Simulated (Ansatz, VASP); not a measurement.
# LiTaS3 in two plane-wave programs, part 3 of 3

One calculation is typed for both programs; each brings its own data sets. How far apart do they land? The cell is generated by rule, not measured, and may not be a known phase. The cell is taken from a series of runs on this material, whose earlier steps may have relaxed, scaled, displaced or heated it; both programs get it as it stands.

VASP 6.6.1 and Ansatz 0.2.0.

So far: Starting point; VASP: zone-centre phonons, PBEsol.

The structure was built from a prototype and need not be the compound's stable phase.

## Step 3: Ansatz: zone-centre phonons, PBEsol

Level of this step: Ansatz beside VASP: Kohn-Sham DFT, plane waves, PBEsol (Ansatz).

Ansatz runs on its PAW soft_1 files.

The same cell, functional, mesh and smearing now go to Ansatz, which takes its cutoff from its data sets.

input.yaml

```yaml
crystal:
  lattice:
    - [4.6770432069, 0.0, 0.0]
    - [0.0, 3.3886521319, 3.4929354083]
    - [0.0, -3.3886521319, 3.4929354083]
  atoms:
    - { symbol: Li, position: [0.0, 0.15830711, 0.15830711] }
    - { symbol: Ta, position: [0.5, 0.4432237814, 0.4432237814] }
    - { symbol: S, position: [0.5, 0.4743892243, 0.9777371383] }
    - { symbol: S, position: [0.5, 0.9777371383, 0.4743892243] }
    - { symbol: S, position: [0.0, 0.5186245562, 0.5186245562] }
kpoints:
  mp_grid: { grid: [8, 8, 8] }
hamiltonian:
  xc: pbesol
  pseudopotentials: { kind: paw, azcp: { folder: soft_1 }, xc_functional: pbe }
scf:
  occupations: { method: methfessel_paxton, width: 0.2 }
output:
  eigenvalues: true
phonons:
  method: dfpt
```

Command:

```console
$ ansatz run input.yaml --threads 8 --pin off --max-ram 16384MiB --backend cpu --events-out ev --progress --plain --runs-dir out
```

Numbers of over 12 decimals in the logs are rounded to 6 here.

Log:

```text
zone centre: on kpoints.mp_grid the ground state, and the responses unless they are solved on pairs of k-points, stand on 170 of the mesh's 512 k-points, reduced under 2 symmetry operations, with k and −k counted as one. Each operation leaves every solved displacement unchanged or reverses it
Engine: ansatz 0.2.0, aarch64-unknown-linux-gnu
Pseudopotentials: kind: paw
Pseudopotential: Li, paw, valence charge 3, recommended cutoff 420 eV (normal), soft_1/Li.paw.azcp
Pseudopotential: Ta, paw, valence charge 13, recommended cutoff 420 eV (normal), soft_1/Ta.paw.azcp
Pseudopotential: S, paw, valence charge 6, recommended cutoff 420 eV (normal), soft_1/S.paw.azcp
Functional definition: PBEsol
  exchange = pbesol_x
  correlation = pbesol_c
Crystal: 5 atoms, lattice volume = 110.718 Å³
Basis set: ecut = 420 eV, 2147 PW (Γ), exchange–correlation on 64×72×72 points (8 copies of the dense FFT grid, shifted against one another)
Bands: 22, of which v1, the nominal top of the filled ones, is band 17 counted from 1 (16 counted from 0)
Symmetry: 4 space group operations
k-points: 170 of 512 (irreducible under 2 space group operations, time reversal used)
Non-local potential: Li, projectors of the file, l = 0: 3, l = 1: 2, l = 2: 1
Non-local potential: Ta, projectors of the file, l = 0: 3, l = 1: 2, l = 2: 2, l = 3: 1
Non-local potential: S, projectors of the file, l = 0: 2, l = 1: 2, l = 2: 1
PAW form: soft (Blöchl's): semilocal exchange-correlation on the pseudo side does not see the compensation charge
PAW frozen core: Ta, regenerated for the run's functional, and the local potential with it (the file was generated under x = pbe(κ = 0.804, μ = 0.219515), c = pbe(β = 0.066725))
PAW frozen core: S, regenerated for the run's functional, and the local potential with it (the file was generated under x = pbe(κ = 0.804, μ = 0.219515), c = pbe(β = 0.066725))
PAW one-centre angular grid: Li, 110 points (default); XC on 64 Gauss nodes
PAW one-centre angular grid: Ta, 590 points (default); XC on 64 Gauss nodes
PAW one-centre angular grid: S, 110 points (default); XC on 64 Gauss nodes
Initial density: superposition of atomic densities (chi_scale 0.1, normalization cell, long waves kept (reshape's long-wave potential 0.01 eV rms))
Initial wavefunctions: pseudopotential atomic-orbital guess
Functional: x = pbesol(κ = 0.804, μ = 0.123457), c = pbesol(β = 0.046)
SCF iter   1: F=—  HF=-12670.127105 eV  |F-HF|=—  |Δ(HF+E_count)|=         —  Δρ=3.83e-2  dr2=3.66e0  ethr=3.10e-3  ⟨swp⟩=6.2  Hψ=19911  notcnv=0
preconditioner: auto → Kerker (q_TF=auto, 2.241 Å⁻¹)  [metal: Δε(μ)=0.051 eV  Ē_g=7.832 eV  σ=0.200 eV  W_gap=0.21  n_scr=18 (ndim 8)  ℏωp=17.3 eV  f_vac=0.007  D(μ)=0.85/eV (n_scr^D=0)]
SCF iter   2: F=—  HF=-12669.497010 eV  |F-HF|=—  |Δ(HF+E_count)|=   6.30e-1  S|Δr|=    0.00e0  Δρ=2.14e-2  dr2=1.32e0  ethr=3.10e-3  ⟨swp⟩=2.3  Hψ=6254  notcnv=0  defer=39
SCF iter   3: F=—  HF=-12669.192442 eV  |F-HF|=—  |Δ(HF+E_count)|=   3.05e-1  S|Δr|=    0.00e0  Δρ=5.59e-3  dr2=7.75e-2  ethr=3.10e-3  ⟨swp⟩=2.4  Hψ=6726  notcnv=0  defer=43
SCF iter   4: F=—  HF=-12669.189370 eV  |F-HF|=—  |Δ(HF+E_count)|=   3.07e-3  S|Δr|=    0.00e0  Δρ=2.74e-3  dr2=2.35e-2  ethr=2.28e-4  ⟨swp⟩=2.3  Hψ=6902  notcnv=0  defer=56
SCF iter   5: F=—  HF=-12669.190220 eV  |F-HF|=—  |Δ(HF+E_count)|=   8.50e-4  S|Δr|=    0.00e0  Δρ=1.02e-3  dr2=2.62e-3  ethr=6.90e-5  ⟨swp⟩=2.5  Hψ=5364  notcnv=0  defer=56
SCF iter   6: F=—  HF=-12669.193788 eV  |F-HF|=—  |Δ(HF+E_count)|=   3.57e-3  S|Δr|=    0.00e0  Δρ=4.11e-4  dr2=4.07e-4  ethr=7.70e-6  ⟨swp⟩=2.0  Hψ=5629  notcnv=0  defer=56
SCF iter   7: F=—  HF=-12669.194222 eV  |F-HF|=—  |Δ(HF+E_count)|=   4.34e-4  S|Δr|=    0.00e0  Δρ=9.19e-5  dr2=2.02e-5  ethr=1.20e-6  ⟨swp⟩=2.0  Hψ=5290  notcnv=0  defer=56
SCF iter   8: F=—  HF=-12669.194266 eV  |F-HF|=—  |Δ(HF+E_count)|=   4.39e-5  S|Δr|=    0.00e0  Δρ=3.29e-5  dr2=2.03e-6  ethr=5.94e-8  ⟨swp⟩=2.1  Hψ=6465  notcnv=0  defer=56
SCF iter   9: F=—  HF=-12669.194271 eV  |F-HF|=—  |Δ(HF+E_count)|=   4.57e-6  S|Δr|=    0.00e0  Δρ=9.21e-6  dr2=1.96e-7  ethr=5.96e-9  ⟨swp⟩=2.0  Hψ=5369  notcnv=0  defer=64
SCF iter  10: F=—  HF=-12669.194271 eV  |F-HF|=—  |Δ(HF+E_count)|=   1.81e-7  S|Δr|=    0.00e0  Δρ=3.09e-6  dr2=2.29e-8  ethr=5.75e-10  ⟨swp⟩=2.0  Hψ=6373  notcnv=0  defer=64
SCF iter  11: F=—  HF=-12669.194271 eV  |F-HF|=—  |Δ(HF+E_count)|=   2.61e-8  S|Δr|=    0.00e0  Δρ=1.01e-6  dr2=2.16e-9  ethr=6.73e-11  ⟨swp⟩=2.0  Hψ=5044  notcnv=0  defer=64
SCF iter  12: F=—  HF=-12669.194271 eV  |F-HF|=—  |Δ(HF+E_count)|=   3.89e-9  S|Δr|=    0.00e0  Δρ=2.94e-7  dr2=1.76e-10  ethr=6.36e-12  ⟨swp⟩=2.0  Hψ=6385  notcnv=0  defer=64
SCF iter  13: F=—  HF=-12669.194271 eV  |F-HF|=—  |Δ(HF+E_count)|=  2.22e-10  S|Δr|=    0.00e0  Δρ=8.66e-8  dr2=1.71e-11  ethr=1.00e-12  ⟨swp⟩=2.0  Hψ=4963  notcnv=0  defer=64
SCF iter  14: F=-12669.194271 eV  HF=-12669.194271 eV  |F-HF|=7.28e-12  |Δ(HF+E_count)|=  1.27e-11  S|Δr|=    0.00e0  Δρ=2.90e-8  dr2=1.28e-12  ethr=1.00e-12  ⟨swp⟩=10.5  Hψ=19661  notcnv=0
SCF 1 converged in 14 iterations: F = -12669.194271 eV  dr2 = 1.28e-12
  greatest PAW one-centre occupation: 0.999 electrons in one spin orbital (limit 2), on the Li atom at site 0 (counted from 0), in its partial waves of l = 0
DFPT response loops at Γ: preconditioner auto → Kerker (q_TF=auto, 2.241 Å⁻¹) (partly filled bands, converged f_vac=0.096); β = 1.00, the filter's whole step (`scf.mixing.beta` (0.50) is not read by the response loops under this deck's `scf.mixing.preconditioner`; to damp them name `kerker` or `kerker_dos`, under which they read `scf.mixing.beta`, and type it under 1.00, their step now; both keys bind the ground state too); Broyden in place of MSR1
SCF converged after 14 iterations
Stability not checked: this state was not tested for a lower state beside it, because cold or Methfessel-Paxton smearing, or corrected tetrahedra, fill the levels in a way that the test cannot read (fill_not_monotonic; see scf.lower_state_search)
Free energy (F): -12669.194271 eV
Harris-Foulkes:  -12669.194271 eV  (|F-HF|=7.28e-12)
Internal energy: -12669.197585 eV  (E = F + TS)
E sigma→0 (E₀):  -12669.195099 eV
Entropy (-TS):   0.003314 eV (0.663 meV/atom)
Fermi energy:    5.748764 eV
Step filling:    the computed levels leave a gap of 0.0096 eV = 0.0 smearing widths at the electron count; against every level under it full and every level over it empty, smearing changes F+E_penalty+E_count by +0.393 meV and its σ→0 estimate by -0.436 meV
--- Per-component energies (eV) ---
  E_band       = -377.631775
  E_kinetic    = 723.973801
  E_local      = -2006.844060  (includes V_loc(G=0)·N_el)
  E_nonlocal   = 75.955404
  E_hartree    = 735.577290
  E_xc         = -590.697287
  E_vxc        = -491.305941  (∫ρ·V_xc dr)
  E_paw        = -9980.750399  (= ΣΔE_a)
  E_vpaw       = -150.565903  (= ΣTr[D̂ρ^β])
  E_aug_tail   = 0.000353  (compensation charges beyond the density's cutoff)
  E_ewald      = -1626.812248
  E_core_change = 0.399561  (= ΣΔE_core)
  E_smearing   = 0.003314  (= −TS)
  E_closure    = 0.000000  (closes the sum)
  Σ components = -12669.194271   (vs F -12669.194271, Δ=0.00e0)
--- Band table (eV; the first three rows and the last of 170) ---
  k-point 0: bands = [... 13 lower, 3.9829, 4.2679, 4.4795, 4.8116, 5.4974, 6.0501, 7.0721, 7.9004, ... 1 higher]
  k-point 1: bands = [... 13 lower, 3.9197, 4.0252, 4.4122, 4.6940, 5.7266, 6.2462, 7.1687, 8.0267, ... 1 higher]
  k-point 2: bands = [... 13 lower, 3.5558, 3.8727, 4.1035, 4.6520, 6.0935, 6.9116, 7.5004, 8.0972, ... 1 higher]
  k-point 169: bands = [... 13 lower, 1.1613, 5.4670, 5.6954, 5.8311, 7.7144, 8.3159, 8.3638, 9.1267, ... 1 higher]
--- Phonons (Γ-DFPT): 12 representative perturbations + reference, on 170 of 512 k-points (Σ response iterations 36) ---
  k mesh reduced under 2 symmetry operations, with k and −k counted as one. Each operation leaves every solved displacement unchanged or reverses it
  ASR residual: 1.651e-5 → 0.000e0 eV/Å²; symmetrization residual: 2.016e-6 eV/Å²
  ASR residual per site (eV/Å²): 1.99e-6 1.65e-5 9.60e-6 9.60e-6 7.14e-6
  Γ frequencies (cm⁻¹): -114.43 0.00 0.00 0.00 59.73 74.50 101.03 115.06 124.10 131.36 159.11 277.09 347.31 365.48 396.92
  non-analytic LO–TO correction: not included (Born effective charges unavailable; polar crystals: no LO–TO splitting at Γ)
```

The column dr2 measures how far the density is from self-consistency, as an energy; F and HF (Harris–Foulkes) agree once it is small.

## Step 4: Side by side

Known differences besides the potentials themselves: the data sets hold 34 valence electrons in Ansatz (on its PAW soft_1 files) and 32 in VASP; the cutoff is 420 eV in Ansatz and 750 eV in VASP; Ansatz makes its cores anew for this functional, VASP keeps those of its PBE data sets. Total energies have different zeros and are not compared.

The two programs side by side:

| quantity | Ansatz | VASP | difference |
| --- | --- | --- | --- |
| optical mode 1 (imaginary, printed as negative) (cm⁻¹) | -114.4 | -108.8 | -5.6 |
| optical mode 2 (cm⁻¹) | 59.7 | 58.3 | +2.54 % |
| optical mode 3 (cm⁻¹) | 74.5 | 70.9 | +5.10 % |
| optical mode 4 (cm⁻¹) | 101.0 | 100.4 | +0.58 % |
| optical mode 5 (cm⁻¹) | 115.1 | 114.2 | +0.74 % |
| optical mode 6 (cm⁻¹) | 124.1 | 123.8 | +0.27 % |
| optical mode 7 (cm⁻¹) | 131.4 | 131.0 | +0.31 % |
| optical mode 8 (cm⁻¹) | 159.1 | 151.7 | +4.85 % |
| optical mode 9 (cm⁻¹) | 277.1 | 278.5 | -0.49 % |
| optical mode 10 (cm⁻¹) | 347.3 | 347.7 | -0.10 % |
| optical mode 11 (cm⁻¹) | 365.5 | 365.8 | -0.09 % |
| optical mode 12 (cm⁻¹) | 396.9 | 397.3 | -0.09 % |

Modes are paired by rising frequency, not by their patterns, so a pair may set unlike modes beside each other; they are those without the splitting of longitudinal modes.

## Step 5: Results

```json
{"r.m.s. difference of the optical zone-centre modes, each program's sorted by frequency (zone-centre phonons, PBEsol)": "3.0 cm⁻¹", "difference in optical mode 3 (zone-centre phonons, PBEsol)": "+5.1 %"}
```

**Reading.** The r.m.s. difference of the optical zone-centre modes, each program's sorted by frequency is 3.0 cm⁻¹ (zone-centre phonons, PBEsol). The data sets hold unlike numbers of valence electrons (34 in Ansatz and 32 in VASP), so part of the differences comes from the potentials. Among the rows given in per cent, the largest difference of the zone-centre phonons, PBEsol pair is in optical mode 3, +5.1 %. Such differences can come from data sets, numerical settings and the points named under the comparisons, not from the functional's error against experiment.

[Lines on the potential files, build, host, timing and source positions are cut from VASP's logs without a mark.]

[Logs are printed without paths, hosts, clocks, repeated set-up lines and the standing remarks that a program may print on its own settings, such as how far it seeks lower states.]

[Hosts, paths, dates, database ids (printed as entryN), source tags and the programs' standing remarks are cut or masked in the printed files.]
